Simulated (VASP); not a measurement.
These are TPSS meta-GGA, VASP's PBE PAW potentials (set 64) (plane waves; VASP) values and carry that method's errors.

A VASP calculation is set up with these files.

### INCAR
```
ALGO=Normal
EDIFF=1E-6
EDIFFG=-0.01
ENCUT=520
IBRION=2
ISIF=3
ISMEAR=0
LASPH=.TRUE.
LCHARG=.FALSE.
LMAXMIX=4
LMIXTAU=.TRUE.
LREAL=.FALSE.
LWAVE=.FALSE.
METAGGA=TPSS
NELM=100
NSW=60
PREC=Accurate
SIGMA=0.05
SYSTEM=NaI
```

KPOINTS:
```
Regular mesh
0
G
 6 6 6
0 0 0
```

### POSCAR
```
NaI
1
   -0.0000000000     3.2622820128     3.2622820128
    3.2622820128     0.0000000000     3.2622820128
    3.2622820128     3.2622820128    -0.0000000000
Na I
1 1
Direct
  0.0000000000   0.0000000000   0.0000000000
  0.5000000000   0.5000000000   0.5000000000
```

POTCAR, in this order: Na_pv I (PBE.64 set). Program: vasp_std.

Unless said otherwise, spin-orbit coupling is left out, though it shifts the bands of the heavy elements here.

**Question.** Predict the energy per atom (σ→0), band gap (on the k-mesh).

**Answer.** 
```json
{
 "energy per atom (σ→0)": "-8.455 eV/atom",
 "band gap (on the k-mesh)": "3.88 eV"
}
```

OSZICAR:
```
...
DAV:  13    -0.169099942628E+02   -0.23000E-02   -0.26344E-03   352   0.599E-01    0.237E-02
DAV:  14    -0.169099517266E+02    0.42536E-04   -0.68431E-05   415   0.924E-02    0.265E-02
DAV:  15    -0.169099633854E+02   -0.11659E-04   -0.21552E-06   382   0.163E-02    0.163E-02
DAV:  16    -0.169100001846E+02   -0.36799E-04   -0.18150E-05   358   0.429E-02    0.831E-03
DAV:  17    -0.169100020474E+02   -0.18629E-05   -0.24536E-06   397   0.180E-02    0.172E-03
DAV:  18    -0.169100032024E+02   -0.11549E-05   -0.46113E-07   299   0.961E-03    0.339E-03
DAV:  19    -0.169100032709E+02   -0.68525E-07   -0.22485E-08   179   0.207E-03
   1 F= -.16910003E+02 E0= -.16910003E+02  d E =-.169100E+02
```

The compound is NaI in the rock salt structure. It was relaxed first. The start is the result of an earlier pass.
